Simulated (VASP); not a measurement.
Data:

```yaml
crystal:
  lattice:
    - [-1.62500, 1.62500, 2.47500]
    - [1.62500, -1.62500, 2.47500]
    - [1.62500, 1.62500, -2.47500]
  atoms:
    - { symbol: In, position: [0.00000, 0.00000, 0.00000] }
```

Method: PBE GGA, VASP's PBE PAW potentials (set 64) (plane waves; VASP). Settings: 300 eV cut-off, 15×15×15 Γ-centred mesh, Fermi-Dirac smearing of 0.10 eV, potentials In_d.

Question: Give the energies of bands 6 to 9 at the high-symmetry points, in eV from the Fermi level.

Answer: 
```json
[
 {"band": "6", "Γ": "-9.57", "X": "-1.97", "P": "-1.25", "N": "-4.32", "M": "-2.95", "S": "-2.53", "R": "-1.67"},
 {"band": "7", "Γ": "10.53", "X": "-1.66", "P": "-0.07", "N": "-3.39", "M": "-2.69", "S": "-1.23", "R": "-0.27"},
 {"band": "8", "Γ": "10.53", "X": "3.50", "P": "-0.07", "N": "7.51", "M": "4.72", "S": "-0.54", "R": "0.12"},
 {"band": "9", "Γ": "10.70", "X": "3.94", "P": "1.72", "N": "9.15", "M": "4.72", "S": "6.15", "R": "1.31"}
]
```

It has no gap at this level: it comes out as a metal or semimetal.

The structure is a typed In crystal (I4/mmm). The cell was not relaxed at this level.
